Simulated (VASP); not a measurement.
Computed with PBEsol GGA, VASP's PBE PAW potentials (set 64) (plane waves; VASP).

VASP ran on this input.

POSCAR:
```
LaTe
1.0
  3.8732190343   0.0000000000   0.0000000000
  0.0000000000   3.8732190343   0.0000000000
  0.0000000000   0.0000000000   3.8732190343
La Te
1 1
Cart
  0.0000000000   0.0000000000   0.0000000000
  1.9366095171   1.9366095171   1.9366095171
```

File KPOINTS:
```
k-points along high-symmetry lines
15
Line-mode
Reciprocal
  0.000000   0.000000   0.000000 ! GAMMA
  0.000000   0.500000   0.000000 ! X

  0.000000   0.500000   0.000000 ! X
  0.500000   0.500000   0.000000 ! M

  0.500000   0.500000   0.000000 ! M
  0.000000   0.000000   0.000000 ! GAMMA

  0.000000   0.000000   0.000000 ! GAMMA
  0.500000   0.500000   0.500000 ! R

  0.500000   0.500000   0.500000 ! R
  0.000000   0.500000   0.000000 ! X

  0.500000   0.500000   0.500000 ! R
  0.500000   0.500000   0.000000 ! M
```

INCAR:
```
SIGMA = 0.05   ! width (eV)
ICHARG = 11   ! fixed density
ENCUT = 400
LWAVE = .False.
SYSTEM = LaTe
LASPH = .True.
ISMEAR = 0   ! Gaussian
GGA = PS   ! PBEsol
ALGO = Normal
LMAXMIX = 6   ! l cut-off of mixed one-centre charges
PREC = Accurate
LREAL = .False.   ! projection in real space or not
NELM = 100   ! most electronic steps
LORBIT = 11
EDIFF = 1E-7
LCHARG = .False.
```

POTCAR, in this order: La Te (PBE.64 set). Program: vasp_std. Read from the step before: CHGCAR.

Output

### OSZICAR
```
       N       E                     dE             d eps       ncg     rms          rms(c)
DAV:   1     0.136184913676E+03    0.13618E+03   -0.50228E+03  2160   0.137E+03
DAV:   2     0.432697527011E+00   -0.13575E+03   -0.13334E+03  3144   0.251E+02
DAV:   3    -0.113444100797E+02   -0.11777E+02   -0.10991E+02  3188   0.103E+02
DAV:   4    -0.121503901659E+02   -0.80598E+00   -0.73970E+00  3988   0.210E+01
DAV:   5    -0.122091905945E+02   -0.58800E-01   -0.57563E-01  3260   0.509E+00
DAV:   6    -0.122130389393E+02   -0.38483E-02   -0.38122E-02  4004   0.136E+00
DAV:   7    -0.122132701831E+02   -0.23124E-03   -0.23122E-03  3124   0.296E-01
DAV:   8    -0.122132894355E+02   -0.19252E-04   -0.19251E-04  4032   0.104E-01
DAV:   9    -0.122132908071E+02   -0.13717E-05   -0.13716E-05  3112   0.215E-02
DAV:  10    -0.122132909451E+02   -0.13797E-06   -0.13858E-06  3388   0.774E-03
DAV:  11    -0.122132909563E+02   -0.11210E-07   -0.11341E-07  2140   0.198E-03
   1 F= -.12213291E+02 E0= -.12212305E+02  d E =-.197198E-02
```

OUTCAR:
```
 val. band max:        9.0379234644   @ k =   0.0000   0.4643   0.0000

 cond. band min:       9.0565358119   @ k =   0.0000   0.5000   0.0000



 k-point     1 :       0.0000    0.0000    0.0000
  band No.  band energies     occupation
      1     -23.5694      2.00000
      2      -7.0636      2.00000
      3      -7.0636      2.00000
      4      -7.0636      2.00000
      5      -2.8745      2.00000
      6       8.0707      2.00000
      7       8.0707      2.00000
      8       8.0707      2.00000
      9       8.1531      2.00000
     10       8.1531      2.00000
     11      11.1294      0.00000
     12      11.1294      0.00000

 k-point     2 :       0.0000    0.0357    0.0000
  band No.  band energies     occupation
      1     -23.5688      2.00000
      2      -7.0763      2.00000
      3      -7.0626      2.00000
      4      -7.0626      2.00000
      5      -2.8585      2.00000
      6       7.8122      2.00000
      7       8.0594      2.00000
      8       8.0594      2.00000
      9       8.1610      2.00000
     10       8.3758      2.00000
     11      11.1261      0.00000
     12      11.1285      0.00000

 k-point     3 :       0.0000    0.0714    0.0000
  band No.  band energies     occupation
      1     -23.5669      2.00000
      2      -7.1132      2.00000
      3      -7.0594      2.00000
      4      -7.0594      2.00000
      5      -2.8117      2.00000
      6       7.4745      2.00000
      7       8.0260      2.00000
      8       8.0260      2.00000
      9       8.1846      2.00000
     10       8.6176      2.00000
     11      11.1192      0.00000
     12      11.1261      0.00000

 k-point     4 :       0.0000    0.1071    0.0000
  band No.  band energies     occupation
      1     -23.5639      2.00000
      2      -7.1713      2.00000
      3      -7.0543      2.00000
      4      -7.0543      2.00000
      5      -2.7367      2.00000
      6       7.0993      2.00000
      7       7.9723      2.00000
...
```

The density is held fixed in this step, so its total energy and stress have no physical meaning. Unless said otherwise, spin-orbit coupling is left out, though it shifts the bands of the heavy elements here.

The structure was generated: LaTe was put into the CsCl type type (Pm-3m), which need not be its known phase. It was relaxed first, which changed the volume by -36 %. The electron count is odd and the run is not spin-polarised, which forces a metal.
